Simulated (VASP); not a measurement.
A run of VASP 6.6.1 is set up as follows.

The input INCAR:

```
PREC = Accurate
ENCUT = 520
EDIFF = 1E-6
ISMEAR = -1
SIGMA = 0.1
LREAL = F
LASPH = T
NELM = 100
ALGO = Fast
ISIF = 2
LWAVE = F
LCHARG = F
GGA = PE
NBANDS = 68
```

The input KPOINTS:

```
Automatic mesh
0
Gamma
  3 2 3
```

POSCAR

```
Ge4Pd4S3
1.0
    5.2292750000     -0.0110930000     -0.4693980000
   -0.7116320000      7.1108710000      0.3194880000
    0.6668080000     -0.1313430000      5.5696140000
Pd S Ge
4 3 4
Direct
    0.7565680660      0.7910222998      0.8498657904
    0.6653339184      0.1776601355      0.9249808208
    0.2429266090      0.7216585200      0.0543908478
    0.2403818008      0.3113656742      0.1246704242
    0.6202422748      0.1815861383      0.4466264433
    0.7254435990      0.9476717974      0.1655326576
    0.9165852960      0.5856725072      0.6368665704
    0.8892602816      0.4969361495      0.1102402897
    0.4340623501      0.6035552616      0.4741977336
    0.2901331760      0.2695643510      0.7320974770
    0.0975278551      0.9332255061      0.4290697757
```

Potentials or basis: VASP PAW PBE potentials, release 64 (Pd, S, Ge_d).

Run with:

```sh
$ cat potpaw_PBE.64/Pd/POTCAR potpaw_PBE.64/S/POTCAR potpaw_PBE.64/Ge_d/POTCAR > POTCAR
$ mpirun -np 1 vasp_std > vasp.out
```

**Question.** Predict the largest force.

**Answer.** 3.258 eV/Å.

**Question.** What does it give for the pressure?

**Answer.** 5.3 GPa.

Forces on the atoms (eV/Å):
```
Pd  -0.526  0.695 -0.775
Pd   0.858  0.884 -1.542
Pd   1.012  0.839  0.461
Pd   0.603 -0.042  2.562
S   -0.471  0.401  0.690
S    0.481 -0.587  3.169
S    0.903 -1.645 -2.151
Ge  -1.488 -0.410  0.311
Ge  -0.411 -0.130 -0.049
Ge  -0.901  0.131 -2.430
Ge  -0.061 -0.137 -0.246
```

Caveat: the k mesh is coarse (spacing up to 0.44 Å⁻¹), so the values aren't converged.
